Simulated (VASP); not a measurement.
OSZICAR of a VASP run on TiAl (L1_0):

**OSZICAR**
```
       N       E                     dE             d eps       ncg     rms          rms(c)
DAV:   1     0.878274461807E+02    0.87827E+02   -0.77228E+03  3080   0.145E+03
DAV:   2    -0.182437971042E+02   -0.10607E+03   -0.10330E+03  3131   0.356E+02
DAV:   3    -0.248262257726E+02   -0.65824E+01   -0.62697E+01  4885   0.852E+01
DAV:   4    -0.251015839000E+02   -0.27536E+00   -0.27086E+00  3850   0.149E+01
DAV:   5    -0.251136660068E+02   -0.12082E-01   -0.12074E-01  4478   0.284E+00    0.122E+01
DAV:   6    -0.209235882198E+02    0.41901E+01   -0.14325E+01  4275   0.560E+01    0.310E+00
DAV:   7    -0.203370337814E+02    0.58655E+00   -0.16187E+00  3477   0.160E+01    0.204E+00
DAV:   8    -0.204582046282E+02   -0.12117E+00   -0.63639E-01  3583   0.726E+00    0.135E+00
DAV:   9    -0.204972040605E+02   -0.38999E-01   -0.52281E-02  3612   0.304E+00    0.709E-01
DAV:  10    -0.205049532978E+02   -0.77492E-02   -0.16885E-01  3152   0.527E+00    0.235E-01
DAV:  11    -0.205390495262E+02   -0.34096E-01   -0.26375E-02  3137   0.189E+00    0.901E-02
DAV:  12    -0.205398817900E+02   -0.83226E-03   -0.74668E-04  3797   0.334E-01    0.699E-02
DAV:  13    -0.205397788501E+02    0.10294E-03   -0.10859E-03  3131   0.466E-01    0.471E-02
DAV:  14    -0.205401936819E+02   -0.41483E-03   -0.36882E-04  3155   0.226E-01    0.126E-02
DAV:  15    -0.205402016626E+02   -0.79807E-05   -0.13549E-05  3451   0.518E-02    0.123E-02
DAV:  16    -0.205402013857E+02    0.27684E-06   -0.80421E-07  3767   0.101E-02    0.109E-02
DAV:  17    -0.205401958634E+02    0.55223E-05   -0.17929E-05  3396   0.277E-02    0.335E-03
DAV:  18    -0.205401964987E+02   -0.63537E-06   -0.12869E-06  3314   0.163E-02    0.215E-03
DAV:  19    -0.205401969345E+02   -0.43577E-06   -0.18917E-07  2959   0.578E-03    0.135E-03
DAV:  20    -0.205401970176E+02   -0.83090E-07   -0.15025E-07  1944   0.602E-03
   1 F= -.20540197E+02 E0= -.20540177E+02  d E =-.205402E+02
```

Task: Which electronic solver shows in the log?

Result: It is blocked Davidson (ALGO = Normal, or the opening steps of other solvers). The INCAR had ALGO = Normal.

Task: Can the final energy be trusted as converged?

Result: Self-consistency was reached. It stopped with EDIFF = 1E-7, NELM = 100, NSW = 30 and EDIFFG = -0.01 after 1 ionic step (r2SCAN meta-GGA, plane waves, VASP's PBE PAW potentials (set 64)).

The compound is TiAl in the L1_0 structure. This cell is one point of a volume scan, at 0.94 of the reference volume. The electron count is odd and the run is not spin-polarised, which forces a metal.
